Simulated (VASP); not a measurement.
```yaml
crystal:
  lattice:
    - [1.57656, -2.73069, 0.00000]
    - [1.57656, 2.73069, 0.00000]
    - [0.00000, 0.00000, 3.50572]
  atoms:
    - { symbol: Hf, position: [0.00000, 0.00000, 0.00000] }
    - { symbol: B, position: [0.33333, 0.66667, 0.50000] }
    - { symbol: B, position: [0.66667, 0.33333, 0.50000] }
```

Computed with revPBE GGA, VASP's PBE PAW potentials (set 64) (plane waves; VASP). Run with 520 eV cut-off, 12×12×10 Γ-centred mesh, tetrahedra with Blöchl corrections, potentials Hf_pv B.

Unless said otherwise, spin-orbit coupling is left out, though it shifts the bands of the heavy elements here.

Task: Predict the energy per atom (σ→0), band gap (on the k-mesh) with the smallest direct gap where there is one.

Result: 
```
Property                                                     Value
------------------------  ----------------------------------------
band gap (on the k-mesh)  none (metal, semimetal or under 0.01 eV)
energy per atom (σ→0)                               -8.510 eV/atom
```

Only differences to runs with the same potentials and settings are physical.

The compound is HfB2 in the AlB2 type structure. It was relaxed first.
